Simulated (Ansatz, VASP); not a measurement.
# One calculation of Si, two programs

```
Si
1.0
     2.77778    0.00000    0.00000
    -1.38889    2.40562    0.00000
     0.00000    0.00000    2.46635
Si
1
Direct
  0.00000 0.00000 0.00000
```

Change from the starting cell: strain +0.0600 x Voigt [1, 1, 0, 0, 0, 0], atoms carried along.

Alike in both runs: task single point; functional LDA; k mesh 21 × 21 × 20; occupations gaussian, width 0.15 eV; no spin polarisation.

|  | VASP | Ansatz |
| --- | --- | --- |
| version | VASP 6.6.1 | Ansatz 0.2.0 |
| potentials or method | VASP PAW LDA potentials, release 64 (Si) | scalar-relativistic, plane waves, PAW |
| plane-wave cutoff (eV) | 520 | 420 |
| valence electrons in the cell | 4 | 4 |

Ansatz gave:

```
gap on the k mesh at the Fermi level (eV)       : none
pressure (GPa)                                  : -10.1
largest component of the traceless stress (GPa) : 4.92
```

**Question.** Which values does VASP return?

**Answer.** gap on the k mesh at the Fermi level (eV): none; pressure (GPa): -10.1; largest component of the traceless stress (GPa): 4.95.

A gap of «none» marks a metal or a gap that the smearing closes.
